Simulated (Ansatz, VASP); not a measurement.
**Se (Selenium) in two plane-wave programs**

Wanted: the spread between two codes on one cell, functional and k mesh. The cell is taken from a series of runs on this material, whose earlier steps may have relaxed, scaled, displaced or heated it; both programs get it as it stands.

Program: Ansatz 0.2.0. Level of theory: plane waves, with VASP 6.6.1 beside it; PBE. Results are calculated unless marked as measured.

### Step 1. The structure

It takes space group C2 (No. 5, monoclinic). The conventional cell has a = 7.562 Å, b = 4.388 Å, c = 4.954 Å, α = 90.00°, β = 90.00°, γ = 90.00°. Nearest to Se lie 2 Se at 2.41 Å. Se has 2 Se at 2.41 Å nearest.

Coordinates:

```xyz
3
Lattice="4.3880 0.0000 0.0000 -2.1940 3.7812 0.0000 0.0000 0.0000 4.9536" Properties=species:S:1:pos:R:3 pbc="T T T"
Se    1.0106    0.0000    1.6512
Se   -0.5053    0.8741    3.3014
Se    1.6887    2.9071    0.0010
```

### Step 2. VASP: single point, PBE

With cell and atoms fixed, the geometry can't cause a difference; cores, projectors, grids and the points listed under the comparison can.

Lines of VASP's logs that name or quote its potential files are left out, and so is its time.

Contents of INCAR:

```
SYSTEM = Se
PREC = Accurate
ENCUT = 500
EDIFF = 1E-06
NELM = 120
ISMEAR = -1
SIGMA = 0.02
LREAL = .FALSE.
ALGO = Normal
GGA = PE
NBANDS = 15
LORBIT = 11
LWAVE = .FALSE.
LCHARG = .FALSE.
ISIF = 2
LASPH = .TRUE.
GGA_COMPAT = .FALSE.
EFERMI = MIDGAP
```

Contents of POSCAR:

```
Se
1.0
    4.3880310000      0.0000000000      0.0000000000
   -2.1940155000      3.7812401180      0.0000000000
    0.0000000000      0.0000000000      4.9536000000
Se
3
Direct
    0.2303184532      0.0000000000      0.3333333333
    0.0004260543      0.2311705619      0.6664732351
    0.7692554924      0.7688294381      0.0001934315
```

Contents of KPOINTS:

```
Automatic mesh
0
Gamma
6 6 6
0 0 0
```

The projector-augmented-wave data sets are Se (PBE family, release 64).

Launch:

```bash
> mpirun -np 1 vasp_std
```

Numbers of over 12 decimals in the logs are rounded to 6 here.

The log of the run:

```text
[banner, memory and clock lines left out]
running    1 mpi-ranks, on    1 nodes
 distrk:  each k-point on    1 cores,    1 groups
 distr:  one band on    1 cores,    1 groups

 POSCAR found type information on POSCAR Se
 POSCAR found :  1 types and       3 ions
 LDA part: xc-table for (Slater+PW92), standard interpolation
 POSCAR, INCAR and KPOINTS ok, starting setup
 FFT: planning ... GRIDC
 FFT: planning ... GRID_SOFT
 FFT: planning ... GRID
 WAVECAR not read
 entering main loop
       N       E                     dE             d eps       ncg     rms          rms(c)
DAV:   1     0.820840776173E+02    0.82084E+02   -0.70489E+03  2040   0.962E+02
DAV:   2    -0.511016915867E+01   -0.87194E+02   -0.83222E+02  2709   0.158E+02
DAV:   3    -0.105247926959E+02   -0.54146E+01   -0.53924E+01  2460   0.455E+01
DAV:   4    -0.105654906645E+02   -0.40698E-01   -0.40689E-01  2677   0.471E+00
DAV:   5    -0.105657961249E+02   -0.30546E-03   -0.30545E-03  2593   0.400E-01    0.669E+00
DAV:   6    -0.105089746607E+02    0.56821E-01   -0.34789E-02  2579   0.123E+00    0.413E+00
DAV:   7    -0.104893525543E+02    0.19622E-01   -0.71165E-02  2439   0.174E+00    0.192E-01
DAV:   8    -0.104887857054E+02    0.56685E-03   -0.85614E-03  2397   0.590E-01    0.963E-02
DAV:   9    -0.104888937827E+02   -0.10808E-03   -0.26805E-04  2789   0.112E-01    0.318E-02
DAV:  10    -0.104889334771E+02   -0.39694E-04   -0.50901E-05  2509   0.501E-02    0.694E-03
DAV:  11    -0.104889363864E+02   -0.29092E-05   -0.77447E-06  2740   0.173E-02    0.356E-03
DAV:  12    -0.104889363042E+02    0.82144E-07   -0.16247E-06  2035   0.856E-03
   1 F= -.10488936E+02 E0= -.10488936E+02  d E =-.230954E-12
```

From OUTCAR (step 2):

```text
ion  position               nearest neighbor table
   1  0.230  0.000  0.333-   3 2.41   2 2.41
   2  0.000  0.231  0.666-   1 2.41   3 2.41
   3  0.769  0.769  0.000-   1 2.41   2 2.41

  LATTYP: Found a base centered orthorhombic cell.
 ALAT       =     4.3880310000
 B/A-ratio  =     1.7234336394
 C/A-ratio  =     1.1288890165

 Subroutine GETGRP returns: Found  2 space group operations
 (whereof  1 operations were pure point group operations)

The static configuration has the point symmetry C_1 .
 The point group associated with its full space group is C_2 .

 Found     68 irreducible k-points:

   k-points           NKPTS =     68   k-points in BZ     NKDIM =     68   number of bands    NBANDS=     15

   dimension x,y,z NGX =    32 NGY =   32 NGZ =   36
   dimension x,y,z NGXF=    64 NGYF=   64 NGZF=   72

   ENCUT  =  500.0 eV  36.75 Ry    6.06 a.u.   8.00  7.97  9.03*2*pi/ulx,y,z

   NELECT =      18.0000    total number of electrons

 k-points in reciprocal lattice and weights: Automatic mesh
   0.00000000  0.00000000  0.00000000       0.005
   0.16666667 -0.00000000  0.00000000       0.019
   0.33333333  0.00000000  0.00000000       0.019
   0.50000000  0.00000000  0.00000000       0.009
   0.00000000  0.16666667  0.00000000       0.009
   0.16666667  0.16666667  0.00000000       0.019
   0.33333333  0.16666667  0.00000000       0.019
   0.50000000  0.16666667  0.00000000       0.019
  -0.33333333  0.16666667  0.00000000       0.009
[...]
0.33333333  0.33333333  0.50000000       0.009
   0.00000000  0.50000000  0.50000000       0.005

 average (electrostatic) potential at core
       1 -56.2055       2 -56.2034       3 -56.2034

 E-fermi :   3.1543

 k-point     1 :       0.0000    0.0000    0.0000
  band No.  band energies     occupation
    ...
      5      -1.1236      2.00000
      6      -1.1126      2.00000
      7       0.6398      2.00000
      8       0.6434      2.00000
      9       2.1841      2.00000
     10       4.3958      0.00000
     11       4.4068      0.00000
     12       4.6130      0.00000
     13       8.8645      0.00000
     14       9.1515      0.00000
    ...

 k-point     2 :       0.1667   -0.0000    0.0000
  band No.  band energies     occupation
    ...
      5      -1.4409      2.00000
      6      -0.9365      2.00000
      7       0.7013      2.00000
      8       1.0448      2.00000
      9       2.0067      2.00000
     10       4.2955      0.00000
     11       4.4056      0.00000
     12       4.8624      0.00000
     13       8.7985      0.00000
     14       8.9152      0.00000
    ...

 k-point     3 :       0.3333    0.0000    0.0000
  band No.  band energies     occupation
    ...
      5      -1.8378      2.00000
      6      -0.9827      2.00000
      7       0.3784      2.00000
      8       0.9803      2.00000
      9       1.7293      2.00000
     10       4.4415      0.00000
     11       4.6317      0.00000
     12       5.8007      0.00000
     13       8.1567      0.00000
     14       9.3655      0.00000
    ...

  Total        0.4035210      0.4308893      1.1661062      0.0000000     -0.0143600      0.0000000
  in kB        7.8659613      8.3994601     22.7312748      0.0000000     -0.2799245      0.0000000
  external PRESSURE =      12.9988988 kB  Pullay stress =       0.0000000 kB

  energy-cutoff  :      500.00
  volume of cell :       82.19
      direct lattice vectors                 reciprocal lattice vectors
     4.388031000  0.000000000  0.000000000     0.227892647  0.132231751  0.000000000
    -2.194015500  3.781240118  0.000000000     0.000000000  0.264463501  0.000000000
     0.000000000  0.000000000  4.953600000     0.000000000  0.000000000  0.201873385

 POSITION                                       TOTAL-FORCE (eV/Angst)
 -----------------------------------------------------------------------------------
      1.01064      0.00000      1.65120         0.025164      0.000000      0.000000
     -0.50532      0.87411      3.30144        -0.012582      0.024477      0.002371
      1.68869      2.90713      0.00096        -0.012582     -0.024477     -0.002371
 -----------------------------------------------------------------------------------
    total drift:                                0.000027     -0.000000      0.000000

  FREE ENERGIE OF THE ION-ELECTRON SYSTEM (eV)
  ---------------------------------------------------
  free  energy   TOTEN  =       -10.4889363042 eV

  energy  without entropy=      -10.4889363042  energy(sigma->0) =      -10.48893630

 total charge
# of ion       s       p       d       tot
------------------------------------------
    1        1.514   2.165   0.053   3.732
    2        1.514   2.164   0.053   3.732
    3        1.514   2.164   0.053   3.732
--------------------------------------------------
tot          4.542   6.493   0.160  11.195

[... 3 further parts left out ...]
```

The run ends at a pressure of 1.30 GPa, with forces up to 0.028 eV/Å.

### Step 3. Ansatz: single point, PBE

Ansatz runs on its PAW soft_1 files.

The same cell, functional, mesh and smearing now go to Ansatz, which takes its cutoff from its data sets.

Contents of input.yaml:

```yaml
crystal:
  lattice:
    - [4.388031, 0.0, 0.0]
    - [-2.1940155, 3.781240118, 0.0]
    - [0.0, 0.0, 4.9536]
  atoms:
    - { symbol: Se, position: [0.2303184532, 0.0, 0.3333333333] }
    - { symbol: Se, position: [0.0004260543, 0.2311705619, 0.6664732351] }
    - { symbol: Se, position: [0.7692554924, 0.7688294381, 0.0001934315] }
kpoints:
  mp_grid: { grid: [6, 6, 6] }
  band_path:
    path:
      - [0.0, 0.0, 0.0]
      - [0.5, 0.0, 0.0]
      - [0.33333333, 0.33333333, 0.0]
      - [0.0, 0.0, 0.5]
      - [0.5, 0.0, 0.5]
      - [0.33333333, 0.33333333, 0.5]
      - [0.349999997, 0.299999997, 0.5]
    npoints: 1
hamiltonian:
  xc: pbe
  pseudopotentials: { kind: paw, azcp: { folder: soft_1 } }
scf:
  occupations: { method: fermi_dirac, width: 0.02 }
  n_extra_bands: 5
output:
  eigenvalues: true
  forces: true
  stress: true
```

Launch:

```bash
> ansatz run input.yaml --threads 3 --pin off --max-ram 92160MiB --backend cuda --events-out ev --progress --plain --runs-dir out --devices 1 --max-vram 13GiB
```

The log of the run:

```text
scf.n_extra_bands = 5 over 24 filled bands (N_el = 48.0): the run solves 29 bands
GPUs: using 1 of 1 available (devices: 1).
Engine: ansatz 0.2.0, x86_64-unknown-linux-gnu
Pseudopotentials: kind: paw
Pseudopotential: Se, paw, valence charge 16, recommended cutoff 420 eV (normal), soft_1/Se.paw.azcp
Functional definition: PBE
  parameter kappa = 0.804
  parameter beta = 0.066725
  exchange = pbe_x(kappa = kappa, mu = beta*pi^2/3)
  correlation = pbe_c(beta = beta)
device memory: the entry about to start is reckoned to put 3.1 GiB on a device that reports 55.2 GiB free (of which the cap on the GPU budget leaves the run 13.0 GiB)
GPU FFT provider: cuFFT
GPU libraries: cuBLAS 13.8.2, cuFFT 12.4.0, cuSOLVER 12.3.4
Crystal: 3 atoms, lattice volume = 82.191 Å³
Basis set: ecut = 420 eV, 1599 PW (Γ), exchange–correlation on 60×60×72 points (8 copies of the dense FFT grid, shifted against one another)
Bands: 29, of which v1, the nominal top of the filled ones, is band 24 counted from 1 (23 counted from 0)
Symmetry: 2 space group operations
Space group: C2 (ITA 5), of the structure as read, at distance tolerance 4.3e-5 Å
k-points: 68 of 216 (time reversal used)
Non-local potential: Se, projectors of the file, l = 0: 2, l = 1: 2, l = 2: 3, l = 3: 1
PAW form: soft (Blöchl's): semilocal exchange-correlation on the pseudo side does not see the compensation charge
PAW one-centre angular grid: Se, 590 points (default); XC on 64 Gauss nodes
Initial density: superposition of atomic densities (chi_scale 0.1, normalization cell)
Initial wavefunctions: pseudopotential atomic-orbital guess
GPU buffer pool allocated for 32400 grid points (all kernels)
GPU transforms: local potential and band sums: pruned to the plane-wave sphere, on 30×30×36
Functional: x = pbe(κ = 0.804, μ = 0.219515), c = pbe(β = 0.066725)
SCF iter   1: F=—  HF=-16407.317354 eV  |F-HF|=—  |Δ(HF+E_count)|=         —  Δρ=2.76e-2  dr2=3.86e-1  ethr=3.10e-3  ⟨swp⟩=6.5  Hψ=8206  notcnv=0
preconditioner: auto → Resta (q_TF=auto, 2.494 Å⁻¹)  ε∞=3.8  [insulator: Δε(μ)=1.123 eV  Ē_g=10.332 eV  σ=0.020 eV  W_gap=1.00  n_scr=20 (ndim 8)  ℏωp=17.4 eV  f_vac=0.062  D(μ)=0.00/eV (n_scr^D=0)  ε∞_Penn≈3.8]
SCF iter   2: F=—  HF=-16407.260940 eV  |F-HF|=—  |Δ(HF+E_count)|=   5.64e-2  Δρ=1.53e-2  dr2=1.22e-1  ethr=8.05e-4  ⟨swp⟩=2.0  Hψ=2796  notcnv=0  defer=41
SCF iter   3: F=—  HF=-16407.244944 eV  |F-HF|=—  |Δ(HF+E_count)|=   1.60e-2  Δρ=1.51e-3  dr2=1.54e-3  ethr=2.54e-4  ⟨swp⟩=2.3  Hψ=2650  notcnv=0  defer=46
SCF iter   4: F=—  HF=-16407.245939 eV  |F-HF|=—  |Δ(HF+E_count)|=   9.96e-4  Δρ=5.60e-4  dr2=1.89e-4  ethr=3.21e-6  ⟨swp⟩=2.0  Hψ=3852  notcnv=0  defer=46
SCF iter   5: F=—  HF=-16407.245966 eV  |F-HF|=—  |Δ(HF+E_count)|=   2.65e-5  Δρ=1.99e-4  dr2=3.67e-5  ethr=3.94e-7  ⟨swp⟩=2.0  Hψ=3558  notcnv=0  defer=46
SCF iter   6: F=—  HF=-16407.246094 eV  |F-HF|=—  |Δ(HF+E_count)|=   1.28e-4  Δρ=5.42e-5  dr2=2.57e-6  ethr=7.64e-8  ⟨swp⟩=2.0  Hψ=2561  notcnv=0  defer=46
SCF iter   7: F=—  HF=-16407.246099 eV  |F-HF|=—  |Δ(HF+E_count)|=   5.56e-6  Δρ=1.45e-5  dr2=2.72e-7  ethr=5.35e-9  ⟨swp⟩=2.0  Hψ=3558  notcnv=0  defer=46
SCF iter   8: F=-16407.246100 eV  HF=-16407.246100 eV  |F-HF|=1.12e-8  |Δ(HF+E_count)|=   2.80e-8  Δρ=6.62e-6  dr2=4.54e-8  ethr=2.08e-10  ⟨swp⟩=8.5  Hψ=9952  notcnv=0
SCF 1 converged in 8 iterations: F = -16407.246100 eV  dr2 = 4.54e-8
  greatest PAW one-centre occupation: 1.000 electrons in one spin orbital (limit 2), on the Se atom at site 2 (counted from 0), in its partial waves of l = 2
device memory: the entry about to start is reckoned to put 1.2 GiB on a device that reports 54.5 GiB free (of which the cap on the GPU budget leaves the run 13.0 GiB)
NSCF: frozen V_eff on 7 k-points
SCF converged after 8 iterations
Free energy (F): -16407.246100 eV
Harris-Foulkes:  -16407.246100 eV  (|F-HF|=1.12e-8)
Internal energy: -16407.246100 eV  (E = F + TS)
E sigma→0 (E₀):  -16407.246100 eV
Fermi energy:    6.978252 eV
--- Per-component energies (eV) ---
  E_band       = -1246.270140
  E_kinetic    = 328.069315
  E_local      = -8387.904242  (includes V_loc(G=0)·N_el)
  E_nonlocal   = -1060.527734
  E_hartree    = 4354.630346
  E_xc         = -253.413505
  E_vxc        = -268.518812  (∫ρ·V_xc dr)
  E_paw        = -6391.191458  (= ΣΔE_a)
  E_vpaw       = -566.649593  (= ΣTr[D̂ρ^β])
  E_aug_tail   = -0.001124  (compensation charges beyond the density's cutoff)
  E_ewald      = -4996.907698
  E_smearing   = -0.000000  (= −TS)
  E_closure    = -0.000000  (closes the sum)
  Σ components = -16407.246100   (vs F -16407.246100, Δ=0.00e0)
--- Forces (eV/Å), atoms counted from 1 ---
  atom   1  Se    -0.00120473     0.00000000     0.00000000
  atom   2  Se     0.00059891     0.00180164     0.00242288
  atom   3  Se     0.00059891    -0.00180164    -0.00242288
  max |Σ_I F_I| component: 6.92e-6 eV/Å
--- Stress (GPa, compression-positive) ---
        0.692332       0.000000       0.000000
        0.000000       0.746094      -0.028195
        0.000000      -0.028195       2.128946
  P = ⅓ Tr σ = 1.1891 GPa (11.891 kbar)
--- Band table (eV; the first three rows and the last of 68) ---
  k-point 0: bands = [... 20 lower, 2.7080, 4.4675, 4.4711, 6.0085, 8.2185, 8.2295, 8.4288, 12.6869, ... 1 higher]
  k-point 1: bands = [... 20 lower, 2.9371, 4.4473, 4.7454, 5.8198, 7.9886, 8.0469, 8.1793, 13.3153, ... 1 higher]
  k-point 2: bands = [... 20 lower, 3.0929, 4.6038, 5.1529, 5.3634, 7.6034, 7.7618, 7.7923, 12.9775, ... 1 higher]
  k-point 67: bands = [... 20 lower, 3.0835, 3.7613, 4.5615, 5.6206, 8.5070, 9.0564, 9.9968, 12.4110, ... 1 higher]
```

### Step 4. Side by side

Known differences besides the potentials themselves: the data sets hold 48 valence electrons in Ansatz (on its PAW soft_1 files) and 18 in VASP; the cutoff is 420 eV in Ansatz and 500 eV in VASP. Total energies have different zeros and are not compared.

Compared:

| quantity | Ansatz | VASP | difference |
| --- | --- | --- | --- |
| pressure (GPa) | 1.19 | 1.30 | -0.11 |
| gap on the k mesh (eV) | 1.024 | 1.016 | +0.008 |

The largest component of a force difference here is 26 meV/Å. A gap on the mesh is an upper bound, since the band edges may lie between its points.

### Step 5. Further runs

Further runs change the set-up of one program: Ansatz's method, potentials or start, or VASP's data sets, cutoff or form of LDA. The table gives Ansatz less VASP for each quantity, since a change that brings one quantity closer may part another.

| run | r.m.s. force difference (meV/Å) | pressure (GPa) | gap on the k mesh (eV) |
| --- | --- | --- | --- |
| as above | 15 | -0.11 | 0.0085 |
| VASP with the data sets Se_sv_GW and a cutoff of 620 eV | 2.8 | 1.5 | -0.0045 |

### Step 6. Outcome

| Property | Result |
| --- | --- |
| r.m.s. force difference (single point, PBE) | 15 meV/Å |

In words: The r.m.s. force difference is 15 meV/Å (single point, PBE), beyond the 12 meV/Å picked in this series as the mark of a large difference. The data sets hold unlike numbers of valence electrons (48 in Ansatz and 18 in VASP), so part of the differences may come from the potentials. Single point, PBE, VASP with the data sets Se_sv_GW and a cutoff of 620 eV: r.m.s. force difference goes from 15 to 2.8 meV/Å; the difference in pressure goes from -0.11 to 1.5 GPa; the difference in gap on the k mesh goes from 0.0085 to -0.0045 eV. Such differences can come from data sets, numerical settings and the points named under the comparisons, not from the functional's error against experiment.

[Lines on the potential files, build, host, timing and source positions are cut from VASP's logs without a mark.]

[Logs are printed without paths, hosts, clocks, repeated set-up lines and the standing remarks that a program may print on its own settings, such as how far it seeks lower states.]

[Hosts, paths, dates, database ids (printed as entryN), source tags and the programs' standing remarks are cut or masked in the printed files.]
